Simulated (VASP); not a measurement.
# BaTiO3 (P4mm) in VASP: Born charges and dielectric tensor with LDA

Aim: the Born charges and dielectric tensor of BaTiO3 with LDA.

Everything below comes from runs of VASP 6.6.1. Logs are shortened: lines on timing, memory, paths and dates and some standing lists are left out, and cuts for length are marked.

## Step 1: The crystal as given

Symmetry: P4mm, No. 99, tetragonal system. Conventional cell: a = 3.941 Å, b = 3.941 Å, c = 3.990 Å, α = 90.00°, β = 90.00°, γ = 90.00°. Ba (site symmetry 4mm) is surrounded by 12 O at 2.77 to 2.84 Å. Ti (site symmetry 4mm) has 6 O at 1.86 to 2.13 Å as nearest neighbours. O (site symmetry 2mm) has 2 Ti at 1.97 Å as nearest neighbours. Around O (site symmetry 4mm) lie 2 Ti at 1.86 to 2.13 Å.

The cell is a database's computed one.

## Step 2: Born charges and dielectric tensor, LDA

Contents of INCAR:

```
SYSTEM = BaTiO3
PREC = Accurate
ENCUT = 600
EDIFF = 1E-8
ISMEAR = 0
SIGMA = 0.02
LREAL = .FALSE.
LASPH = .TRUE.
NELM = 60
ALGO = Normal
ISIF = 2
LWAVE = .FALSE.
LCHARG = .FALSE.
LEPSILON = .TRUE.
IBRION = 8
NSW = 1
```

Contents of KPOINTS:

```
regular mesh
0
G
  10 10 10
  0 0 0
```

Contents of POSCAR:

```
BaTiO3
1.0
    3.9410900000      0.0000000000      0.0000000000
    0.0000000000      3.9410900000      0.0000000000
    0.0000000000      0.0000000000      3.9903700000
Ba Ti O
1 1 3
Direct
    0.5000000000      0.5000000000      0.5787900000
    0.0000000000      0.0000000000      0.0915800000
    0.0000000000      0.5000000000      0.0657000000
    0.5000000000      0.0000000000      0.0657000000
    0.0000000000      0.0000000000      0.5582300000
```

Potentials or basis: VASP PAW LDA potentials, release 64 (Ba_sv, Ti_sv, O).

Launch:

```sh
> cat potpaw_LDA.64/Ba_sv/POTCAR potpaw_LDA.64/Ti_sv/POTCAR potpaw_LDA.64/O/POTCAR > POTCAR
> mpirun -np 1 vasp_std > vasp.out
```

OUTCAR:

```text
SYSTEM = BaTiO3
   PREC = Accurate
   ENCUT = 600
   EDIFF = 1E-8
   ISMEAR = 0
   LREAL = .FALSE.
   LASPH = .TRUE.
   NELM = 60
   ISIF = 2
   LEPSILON = .TRUE.
   IBRION = 8
   NSW = 1

 ion  position               nearest neighbor table
   1  0.500  0.500  0.579-   3 2.77   4 2.77   4 2.77   3 2.77   5 2.79   5 2.79   5 2.79   5 2.79
                             3 2.84   4 2.84   3 2.84   4 2.84   2 3.40   2 3.40   2 3.40   2 3.40
   2  0.000  0.000  0.092-   5 1.86   4 1.97   3 1.97   3 1.97   4 1.97   5 2.13   1 3.40   1 3.40
                             1 3.40   1 3.40   1 3.46   1 3.46   1 3.46   1 3.46
   3  0.000  0.500  0.066-   2 1.97   2 1.97   1 2.77   1 2.77   1 2.84   1 2.84
   4  0.500  0.000  0.066-   2 1.97   2 1.97   1 2.77   1 2.77   1 2.84   1 2.84
   5  0.000  0.000  0.558-   2 1.86   2 2.13   1 2.79   1 2.79   1 2.79   1 2.79

  LATTYP: Found a simple tetragonal cell.
 ALAT       =     3.9410900000
 C/A-ratio  =     1.0125041549

  Lattice vectors:

 A1 = (   3.9410900000,   0.0000000000,   0.0000000000)
 A2 = (   0.0000000000,   3.9410900000,   0.0000000000)
 A3 = (   0.0000000000,   0.0000000000,   3.9903700000)

Analysis of symmetry for initial positions (statically):
=====================================================================
 Subroutine PRICEL returns:
 Original cell was already a primitive cell.

 Routine SETGRP: Setting up the symmetry group for a
 simple tetragonal supercell.

 Subroutine GETGRP returns: Found  8 space group operations
 (whereof  8 operations were pure point group operations)
 out of a pool of 16 trial point group operations.

The static configuration has the point symmetry C_4v.

Analysis of symmetry for dynamics (positions and initial velocities):
=====================================================================
 Subroutine PRICEL returns:
 Original cell was already a primitive cell.

 Routine SETGRP: Setting up the symmetry group for a
 simple tetragonal supercell.

 Subroutine GETGRP returns: Found  8 space group operations
 (whereof  8 operations were pure point group operations)
 out of a pool of 16 trial point group operations.

The dynamic configuration has the point symmetry C_4v.

 Subroutine INISYM returns: Found  8 space group operations
 (whereof  8 operations are pure point group operations),
 and found     1 'primitive' translations

----------------------------------------------------------------------------------------

                                     Primitive cell

  volume of cell :      61.9792

  direct lattice vectors                    reciprocal lattice vectors
     3.941090000  0.000000000  0.000000000     0.253736910  0.000000000  0.000000000
     0.000000000  3.941090000  0.000000000     0.000000000  0.253736910  0.000000000
     0.000000000  0.000000000  3.990370000     0.000000000  0.000000000  0.250603328

[... 878 lines left out ...]

 INTERNAL STRAIN TENSOR  FOR ION    5  DIRECTION 3   (eV/Angst):
 -----------------------------------------------------------------------------
    -2.54653  0.00000  0.00000
     0.00000 -2.54653  0.00000
     0.00000  0.00000-18.04799

 MACROSCOPIC STATIC DIELECTRIC TENSOR (including local field effects in DFT)
 ------------------------------------------------------
           6.609555    -0.000000     0.000000
          -0.000000     6.609555     0.000000
           0.000000    -0.000000     6.077468
 ------------------------------------------------------

 PIEZOELECTRIC TENSOR (including local field effects)  for field in x, y, z        (e  Angst)
          XX          YY          ZZ          XY          YZ          ZX
  --------------------------------------------------------------------------------
  x     0.00000     0.00000     0.00000     0.00000     0.00000     0.18630
  y     0.00000     0.00000     0.00000     0.00000     0.18630     0.00000
  z     0.57589     0.57589     0.24100     0.00000     0.00000     0.00000

 PIEZOELECTRIC TENSOR (including local field effects)  for field in x, y, z        (C/m^2)
          XX          YY          ZZ          XY          YZ          ZX
  --------------------------------------------------------------------------------
  x     0.00000     0.00000     0.00000     0.00000     0.00000     0.04816
  y     0.00000     0.00000     0.00000     0.00000     0.04816     0.00000
  z     0.14887     0.14887     0.06230     0.00000     0.00000     0.00000

 BORN EFFECTIVE CHARGES (including local field effects) (in |e|, cummulative output)
 ---------------------------------------------------------------------------------
 ion    1
    1     2.74580     0.00000     0.00000
    2     0.00000     2.74580     0.00000
    3     0.00000     0.00000     2.80169
 ion    2
    1     7.20092     0.00000     0.00000
    2     0.00000     7.20092     0.00000
    3     0.00000     0.00000     6.26651
 ion    3
    1    -2.16058     0.00000     0.00000
    2     0.00000    -5.70305    -0.00000
    3     0.00000     0.00000    -2.01729
 ion    4
    1    -5.70305     0.00000     0.00000
    2     0.00000    -2.16058     0.00000
    3     0.00000     0.00000    -2.01729
 ion    5
    1    -2.08309     0.00000     0.00000
    2     0.00000    -2.08309     0.00000
    3     0.00000     0.00000    -5.03362

 INTERNAL STRAIN TENSOR FOR ION    5 for displacements in x,y,z  (eV/Angst):
          X           Y           Z          XY          YZ          ZX
  --------------------------------------------------------------------------------
  x     0.00000     0.00000     0.00000     0.00000     0.00000    -1.18468
  y     0.00000     0.00000     0.00000     0.00000    -1.23142     0.00000
  z    -2.54653    -2.54653   -18.04799     0.00000     0.00000     0.00000

 SECOND DERIVATIVES (NOT SYMMETRIZED)
 ------------------------------------
               1X          1Y          1Z          2X          2Y          2Z          3X          3Y          3Z          4X          4Y          4Z          5X          5Y          5Z
  1X    -7.158524    0.000000    0.000000    3.696870    0.000000    0.000000    0.991127    0.000000    0.000000    1.276476    0.000000    0.000000    1.194051    0.000000    0.000000
  1Y     0.000000   -7.158524    0.000000    0.000000    3.696870    0.000000    0.000000    1.276476    0.000000    0.000000    0.991127    0.000000    0.000000    1.194051    0.000000
  1Z     0.000000    0.000000   -6.969491    0.000000    0.000000    3.989908    0.000000    0.000000    0.941562    0.000000   -0.000000    0.941562    0.000000   -0.000000    1.096460
  2X     3.688851    0.000000    0.000000   -1.774283    0.000000    0.000000    0.414129    0.000000    0.000000   -3.029249    0.000000    0.000000    0.700552    0.000000    0.000000
  2Y     0.000000    3.688851    0.000000    0.000000   -1.774283    0.000000    0.000000   -3.029249    0.000000    0.000000    0.414129    0.000000    0.000000    0.700552    0.000000
  2Z    -0.000000   -0.000000    3.995205    0.000000    0.000000   -8.423729    0.000000   -0.000000    1.334103    0.000000    0.000000    1.334103    0.000000    0.000000    1.760318
  3X     0.984875    0.000000    0.000000    0.397444    0.000000    0.000000   -5.622227    0.000000    0.000000    4.780747    0.000000    0.000000   -0.540840    0.000000    0.000000
  3Y     0.000000    1.272529    0.000000    0.000000   -3.051477    0.000000    0.000000   -7.385209    0.000000    0.000000    4.765813    0.000000    0.000000    4.398344    0.000000
  3Z     0.000000    0.000000    0.929493    0.000000    0.000000    1.342519    0.000000    0.000000   -5.793279    0.000000    0.000000   -0.635370    0.000000    0.000000    4.156636
  4X     1.272529    0.000000    0.000000   -3.051477    0.000000    0.000000    4.765813    0.000000    0.000000   -7.385209    0.000000    0.000000    4.398344    0.000000    0.000000
  4Y     0.000000    0.984875    0.000000    0.000000    0.397444    0.000000    0.000000    4.780747    0.000000    0.000000   -5.622227    0.000000    0.000000   -0.540840    0.000000
  4Z     0.000000    0.000000    0.929493    0.000000    0.000000    1.342519    0.000000    0.000000   -0.635370    0.000000    0.000000   -5.793279    0.000000    0.000000    4.156636
  5X     1.187237    0.000000    0.000000    0.695590    0.000000    0.000000   -0.541036    0.000000    0.000000    4.400681    0.000000    0.000000   -5.742472    0.000000    0.000000
  5Y     0.000000    1.187237    0.000000    0.000000    0.695590    0.000000    0.000000    4.400681    0.000000    0.000000   -0.541036    0.000000    0.000000   -5.742472    0.000000
  5Z     0.000000   -0.000000    1.090571    0.000000    0.000000    1.783283    0.000000   -0.000000    4.138186    0.000000   -0.000000    4.138186    0.000000    0.000000  -11.150225

 Eigenvectors and eigenvalues of the dynamical matrix
 ----------------------------------------------------

   1 f  =   15.195686 THz    95.477313 2PiTHz  506.873535 cm-1    62.844281 meV
             X         Y         Z           dx          dy          dz
      1.970545  1.970545  2.309586     0.000000   -0.000000   -0.002985
      0.000000  0.000000  0.365438     0.000000   -0.000000   -0.019305
      0.000000  1.970545  0.262167    -0.000000   -0.000000   -0.394313
      1.970545  0.000000  0.262167     0.000000    0.000000   -0.394313
      0.000000  0.000000  2.227544    -0.000000    0.000000    0.829851
[... 105 lines left out ...]
  15 f/i=    2.809763 THz    17.654260 2PiTHz   93.723598 cm-1    11.620240 meV
             X         Y         Z           dx          dy          dz
      1.970545  1.970545  2.309586     0.001546   -0.003744   -0.000000
      0.000000  0.000000  0.365438     0.259774   -0.629193    0.000000
      0.000000  1.970545  0.262167    -0.142489    0.507473    0.000000
      1.970545  0.000000  0.262167    -0.209520    0.345120   -0.000000
      0.000000  0.000000  2.227544    -0.118104    0.286057    0.000000

--------------------------------------------------------------------------------------------------------

 MACROSCOPIC STATIC DIELECTRIC TENSOR IONIC CONTRIBUTION
 ------------------------------------------------------
           0.416408    -0.000000    -0.000000
          -0.000000     0.416408     0.000000
          -0.000000     0.000000    33.421123
 ------------------------------------------------------

 ELASTIC MODULI CONTR FROM IONIC RELAXATION (kBar)
 Direction    XX          YY          ZZ          XY          YZ          ZX
 --------------------------------------------------------------------------------
 XX         -49.1522     17.9734   -128.8865      0.0000      0.0000     -0.0000
 YY          17.9734    -49.1522   -128.8865      0.0000     -0.0000      0.0000
 ZZ        -128.8865   -128.8865  -1568.2746      0.0000      0.0000      0.0000
 XY           0.0000      0.0000      0.0000      0.0000      0.0000      0.0000
 YZ           0.0000     -0.0000      0.0000      0.0000     -7.4094     -0.0000
 ZX          -0.0000      0.0000      0.0000      0.0000     -0.0000     -4.6558
 --------------------------------------------------------------------------------

 PIEZOELECTRIC TENSOR IONIC CONTR  for field in x, y, z        (C/m^2)
          XX          YY          ZZ          XY          YZ          ZX
  --------------------------------------------------------------------------------
  x     0.00000    -0.00000    -0.00000     0.00000     0.00000    -0.01177
  y    -0.00000     0.00000     0.00000     0.00000    -0.02011     0.00000
  z     0.41272     0.41272     6.27253     0.00000    -0.00000    -0.00000
```

It took 82 min on 1 thread of Intel Xeon 6975P-C (Granite Rapids), shared host; peak memory 1.3 GiB.

Results:

- Band gap on the k mesh: 1.75 eV, indirect (least direct gap 2.05 eV)
- Electronic dielectric tensor (diagonal): 6.61, 6.61, 6.08
- Born charges (mean of the diagonal): Ba +2.76; Ti +6.89; O -3.29, -3.07 e
- Highest phonon frequency at Γ, LO-TO splitting left out: 507 cm⁻¹
- Most unstable mode: 94i cm⁻¹

Levels at points of the mesh, in eV from the valence-band top:
```
           k point  band 18  band 19  band 20  band 21  band 22  band 23
(0.00, 0.00, 0.00)    -0.32    -0.30    -0.30     1.75     2.00     2.00
(0.50, 0.00, 0.00)    -1.81    -1.01    -0.89     2.15     3.66     3.70
(0.50, 0.50, 0.00)    -0.95    -0.95    -0.09     3.72     3.72     4.11
(0.00, 0.00, 0.50)    -2.01    -0.72    -0.72     1.93     3.66     3.66
(0.50, 0.00, 0.50)    -0.92    -0.90    -0.22     3.68     3.68     4.06
(0.50, 0.50, 0.50)    -0.13    -0.13     0.00     4.36     4.36     4.39
```

Phonon frequencies in cm⁻¹ (negative: imaginary):
```csv
q point,frequencies
"(0.000, 0.000, 0.000)",-94 -94 0 1 1 182 185 185 265 296 296 296 479 479 507
```

Electronic dielectric tensor:
```
6.61 0.00 0.00
0.00 6.61 0.00
0.00 0.00 6.08
```

Born effective charge tensors (e):
atom 1, Ba
```
2.75 0.00 0.00
0.00 2.75 0.00
0.00 0.00 2.80
```
atom 2, Ti
```
7.20 0.00 0.00
0.00 7.20 0.00
0.00 0.00 6.27
```
atom 3, O
```
-2.16  0.00  0.00
 0.00 -5.70  0.00
 0.00  0.00 -2.02
```
atom 4, O
```
-5.70  0.00  0.00
 0.00 -2.16  0.00
 0.00  0.00 -2.02
```
atom 5, O
```
-2.08  0.00  0.00
 0.00 -2.08  0.00
 0.00  0.00 -5.03
```

Caveat: some modes are imaginary; spin-orbit coupling is left out, which moves the levels of the heavy elements.
